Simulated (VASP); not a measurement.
BN, 4 atoms in the cell. Symmetry: P6_3/mmc, No. 194, hexagonal system. The conventional cell has a = 2.506 Å, b = 2.506 Å, c = 7.069 Å, α = 90.00°, β = 90.00°, γ = 120.00°. B (site symmetry -6m2) has 3 N at 1.45 Å as nearest neighbours. N (site symmetry -6m2) is surrounded by 3 B at 1.45 Å. 

```yaml
Program: VASP 6.6.1
Task: relaxation of cell and atoms
Functional: PBE
Dispersion: D3(BJ)
Potentials_or_basis: VASP PAW PBE potentials, release 64 (B, N)
Cutoff: 520 eV
k_mesh: 3 × 3 × 1
Occupations: gaussian, width 0.02 eV
Spin: no spin polarisation
Further_INCAR_settings: ALGO = Normal; EDIFF = 1e-07; IBRION = 2; EDIFFG = -0.002; NSW = 80; ISIF = 3
```

Potentials or basis: VASP PAW PBE potentials, release 64 (B, N).

The run is started by

```sh
$ cat potpaw_PBE.64/B/POTCAR potpaw_PBE.64/N/POTCAR > POTCAR
$ mpirun -np 4 vasp_std > vasp.out
```

Hardware: 4 MPI ranks on Intel(R) Xeon(R) Platinum 8488C (Sapphire Rapids) (shared host).

**Question.** How long does it take, and how much memory?

**Answer.** It took 7.8 s on 4 MPI ranks on Intel(R) Xeon(R) Platinum 8488C (Sapphire Rapids), with other jobs on the host, peak memory 0.12 GiB a rank. Counts: scf iterations 94, k points 3, ion steps 15.
